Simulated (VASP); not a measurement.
Input:

```xyz
8
Lattice="4.5079 0.0000 0.0000 0.0000 4.5079 0.0000 0.0000 0.0000 4.5079" Properties=species:S:1:pos:R:3 pbc="T T T"
Fe     3.8958     2.8661     1.6418
Fe     1.6418     3.8958     2.8661
Fe     0.6121     0.6121     0.6121
Fe     2.8661     1.6418     3.8958
Ge     0.7255     1.5284     2.9795
Ge     2.9795     0.7255     1.5284
Ge     3.7824     3.7824     3.7824
Ge     1.5284     2.9795     0.7255
```

Calculation: LDA (Ceperley-Alder, Perdew-Zunger), VASP's LDA PAW potentials (set 64) (plane waves; VASP 6.6.1). Run with 500 eV cut-off, 5×5×5 Γ-centred mesh, Gaussian smearing of 0.050 eV, potentials Fe Ge_d.

Energy and stress use the plane-wave basis of the starting cell.

Question: The ions, cell shape and volume at an external pressure of 10.0 GPa are relaxed. Predict the relaxed structure.

Answer: 
```xyz
8
Lattice="4.4772 0.0000 0.0000 0.0000 4.4772 0.0000 0.0000 0.0000 4.4772" Properties=species:S:1:pos:R:3 pbc="T T T"
Fe     3.8645     2.8513     1.6259
Fe     1.6259     3.8645     2.8513
Fe     0.6127     0.6127     0.6127
Fe     2.8513     1.6259     3.8645
Ge     0.7188     1.5198     2.9574
Ge     2.9574     0.7188     1.5198
Ge     3.7584     3.7584     3.7584
Ge     1.5198     2.9574     0.7188
```
Space group P2_13 (198), at a tolerance of 0.03 Å.

Question: How do energy and volume change from the first to the last step?

Answer: The energy (σ→0) changes by +10.9 meV/atom and the volume by -2.0 %, in 6 ionic steps.

The compound is FeGe in the B20 structure. This run relaxes it under an external pressure of 10 GPa. Symmetry was kept, so distortions that lower it aren't found. The run is not spin-polarised, so no magnetic state was tried.
